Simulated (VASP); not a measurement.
The system is SnO.

```
Sn O
1.0
     3.84940    0.00000    0.00000
     0.00000    3.84940    0.00000
     0.00000    0.00000    4.89400
Sn O
2 2
Direct
  0.50000 0.00000 0.23770
  0.00000 0.50000 0.76230
  0.00000 0.00000 0.00000
  0.50000 0.50000 0.00000
```

| Item | Value |
| --- | --- |
| Program | VASP 6.6.1 |
| Task | relaxation of cell and atoms |
| Functional | PBE |
| Potentials or basis | VASP PAW PBE potentials, release 64 (Sn_d, O) |
| Cutoff | 520 eV |
| k mesh | 2 × 2 × 1 |
| Occupations | gaussian, width 0.02 eV |
| Spin | no spin polarisation |

At the start: pressure -0.0 GPa; volume 18.13 Å³/atom.

Question: How do energy, volume and symmetry change on relaxing?

Answer: Over 20 steps the energy falls by 9.9 meV/atom and the volume is 19.06 Å³/atom (+5.1 %); space group P4/nmm (No. 129, to 0.05 Å).

Step by step:
```csv
step,energy change (eV),largest force (eV/Å),pressure (GPa),volume (Å³)
1,0.0000,0.4807,-0.03,72.52
2,-0.0161,0.0391,1.48,72.49
3,-0.0166,0.0547,1.81,72.48
4,-0.0285,0.0415,1.14,73.63
5,-0.0386,0.0058,-0.05,75.96
6,-0.0388,0.0002,-0.19,76.25
7,-0.0393,0.0255,-0.01,76.22
8,-0.0393,0.0404,0.10,76.20
9,-0.0394,0.0037,-0.05,76.31
10,-0.0394,0.0049,-0.02,76.29
11,-0.0394,0.0036,-0.02,76.29
12,-0.0394,0.0029,-0.03,76.29
13,-0.0394,0.0038,-0.01,76.27
14,-0.0394,0.0040,0.01,76.26
15,-0.0394,0.0043,-0.01,76.26
16,-0.0394,0.0032,0.00,76.26
17,-0.0394,0.0035,-0.01,76.26
18,-0.0394,0.0029,0.02,76.25
19,-0.0394,0.0022,0.01,76.24
20,-0.0394,0.0014,0.00,76.23
```

Final structure:
```yaml
crystal:
  lattice:
    - [3.85652, 0.00000, 0.00000]
    - [0.00000, 3.85652, 0.00000]
    - [0.00000, 0.00000, 5.12519]
  atoms:
    - { symbol: Sn, position: [0.50000, 0.00000, 0.22481] }
    - { symbol: Sn, position: [0.00000, 0.50000, 0.77519] }
    - { symbol: O, position: [0.00000, 0.00000, 0.00000] }
    - { symbol: O, position: [0.50000, 0.50000, 0.00000] }
```

Caveat: the k mesh is coarse (spacing up to 1.28 Å⁻¹), so the values aren't converged.
